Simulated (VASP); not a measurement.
Computed with PBE GGA with D3 dispersion (zero damping), VASP's PBE PAW potentials (set 64) (plane waves; VASP).

The input files of a VASP run:

**INCAR**
```
LASPH  =  .TRUE.   ! aspherical one-centre terms
LMAXMIX  =  4
SYSTEM  =  CdTe
PREC  =  Accurate
ENCUT  =  520
ALGO  =  Normal   ! blocked Davidson
LREAL  =  .FALSE.
ISMEAR  =  0   ! Gaussian
LWAVE  =  .FALSE.
LCHARG  =  .FALSE.
IVDW  =  11
EDIFF  =  1E-7   ! SCF stop (eV)
SIGMA  =  0.05   ! width (eV)
GGA  =  PE   ! PBE
NELM  =  100
ISIF  =  2   ! forces and stress, cell fixed
```

File POSCAR:
```
CdTe
1
    0.0000000000     3.2000102298     3.2000102298
    3.2000102298     0.0000000000     3.2000102298
    3.2000102298     3.2000102298     0.0000000000
Cd Te
1 1
Direct
  0.0000000000   0.0000000000   0.0000000000
  0.2500000000   0.2500000000   0.2500000000
```

**KPOINTS**
```
Automatic mesh
0
Gamma
 7 7 7
```

POTCAR, in this order: Cd Te (PBE.64 set). Program: vasp_std.

Output

**OUTCAR**
```
 ion  position               nearest neighbor table
   1  0.000  0.000  0.000-   2 2.77   2 2.77   2 2.77   2 2.77
   2  0.250  0.250  0.250-   1 2.77   1 2.77   1 2.77   1 2.77
  LATTYP: Found a face centered cubic cell.
 ALAT       =     6.4000204596
 Subroutine PRICEL returns:
 Original cell was already a primitive cell.
 Subroutine GETGRP returns: Found 24 space group operations
The static configuration has the point symmetry T_d .
The dynamic configuration has the point symmetry T_d .
 Subroutine INISYM returns: Found 24 space group operations
 Subroutine IBZKPT returns following result:
 Found     20 irreducible k-points:

 Following reciprocal coordinates:
            Coordinates               Weight
  0.000000  0.000000  0.000000      1.000000
  0.142857  0.000000  0.000000      8.000000
  0.285714  0.000000  0.000000      8.000000
  0.428571  0.000000  0.000000      8.000000
  0.142857  0.142857  0.000000      6.000000
  0.285714  0.142857  0.000000     24.000000
  0.428571  0.142857  0.000000     24.000000
 -0.428571  0.142857  0.000000     24.000000
 -0.285714  0.142857  0.000000     24.000000
...
```

**OSZICAR**
```
       N       E                     dE             d eps       ncg     rms          rms(c)
DAV:   1     0.103435042877E+03    0.10344E+03   -0.84389E+03   528   0.121E+03
DAV:   2    -0.838597940233E+00   -0.10427E+03   -0.10027E+03   565   0.281E+02
DAV:   3    -0.490616912164E+01   -0.40676E+01   -0.40589E+01   625   0.576E+01
DAV:   4    -0.494453981378E+01   -0.38371E-01   -0.38367E-01   712   0.498E+00
DAV:   5    -0.494463517318E+01   -0.95359E-04   -0.95359E-04   625   0.246E-01    0.633E+00
DAV:   6    -0.473121255439E+01    0.21342E+00   -0.45825E-01   570   0.932E+00    0.502E+00
DAV:   7    -0.471552449602E+01    0.15688E-01   -0.12866E-01   605   0.270E+00    0.184E+00
DAV:   8    -0.471616544196E+01   -0.64095E-03   -0.11851E-02   535   0.154E+00    0.542E-01
DAV:   9    -0.471646999485E+01   -0.30455E-03   -0.97304E-04   613   0.379E-01    0.136E-01
DAV:  10    -0.471653631304E+01   -0.66318E-04   -0.13108E-04   560   0.116E-01    0.551E-02
DAV:  11    -0.471657571885E+01   -0.39406E-04   -0.75677E-05   553   0.706E-02    0.314E-02
DAV:  12    -0.471657459014E+01    0.11287E-05   -0.32833E-06   641   0.204E-02    0.179E-02
DAV:  13    -0.471657439451E+01    0.19563E-06   -0.22891E-06   560   0.918E-03    0.502E-03
DAV:  14    -0.471657458721E+01   -0.19270E-06   -0.48092E-07   537   0.488E-03    0.538E-03
DAV:  15    -0.471657472473E+01   -0.13751E-06   -0.18957E-08   425   0.104E-03    0.190E-03
DAV:  16    -0.471657477522E+01   -0.50487E-07   -0.30551E-08   335   0.106E-03
   1 F= -.52836978E+01 E0= -.52836978E+01  d E =-.762429E-11
```

OUTCAR:
```
------------------------ aborting loop because EDIFF is reached ----------------------------------------
 Edisp (eV)   -0.56712
  FORCE on cell =-STRESS in cart. coord.  units (eV):
  Direction    XX          YY          ZZ          XY          YZ          ZX
  --------------------------------------------------------------------------------------
  Total       1.15780     1.15780     1.15780    -0.00000     0.00000    -0.00000
  in kB      28.30475    28.30475    28.30475    -0.00000     0.00000    -0.00000
  external pressure =       28.30 kB  Pullay stress =        0.00 kB
  volume of cell :       65.54
      direct lattice vectors                 reciprocal lattice vectors
     0.000000000  3.200010230  3.200010230    -0.156249500  0.156249500  0.156249500
     3.200010230  0.000000000  3.200010230     0.156249500 -0.156249500  0.156249500
     3.200010230  3.200010230  0.000000000     0.156249500  0.156249500 -0.156249500
  FREE ENERGIE OF THE ION-ELECTRON SYSTEM (eV)
  ---------------------------------------------------
  free  energy   TOTEN  =        -5.2836978098 eV

  energy  without entropy=       -5.2836978097  energy(sigma->0) =       -5.28369781
```
(Selected blocks of OUTCAR.)

The compound is CdTe in the zinc blende structure. This cell is one point of a volume scan, at 0.94 of the reference volume.
